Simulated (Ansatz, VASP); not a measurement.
# Two plane-wave programs on CaZr

```
Ca Zr
1.0
     3.86657    0.00000    0.00000
     0.00000    3.86657    0.00000
     0.00000    0.00000    3.86657
Ca Zr
1 1
Direct
  0.00000 0.00000 0.00000
  0.50000 0.50000 0.50000
```

Change from the starting cell: species swapped into the TaTc type (Pm-3m, No. 221).

Alike in both runs: functional PBE; k mesh 14 × 14 × 14; occupations gaussian, width 0.1 eV; no spin polarisation.

Ansatz relaxed the structure, and its values are those at the end. VASP's run is a single point on that final structure, the one shown.

|  | VASP | Ansatz |
| --- | --- | --- |
| version | VASP 6.6.1 | Ansatz 0.2.0 |
| potentials or method | VASP PAW PBE potentials, release 64 (Ca_sv, Zr_sv) | scalar-relativistic, plane waves, PAW |
| plane-wave cutoff (eV) | 520 | 420 |
| valence electrons in the cell | 22 | 22 |

```tsv
	VASP	Ansatz	Ansatz less VASP
gap on the k mesh at the Fermi level (eV)	none	none	-
pressure (GPa)	0.0	0.0	-0.05
```

A gap of «none» marks a metal or a gap that the smearing closes. The functional is the same, so the differences come from potentials, cutoffs and numerics.
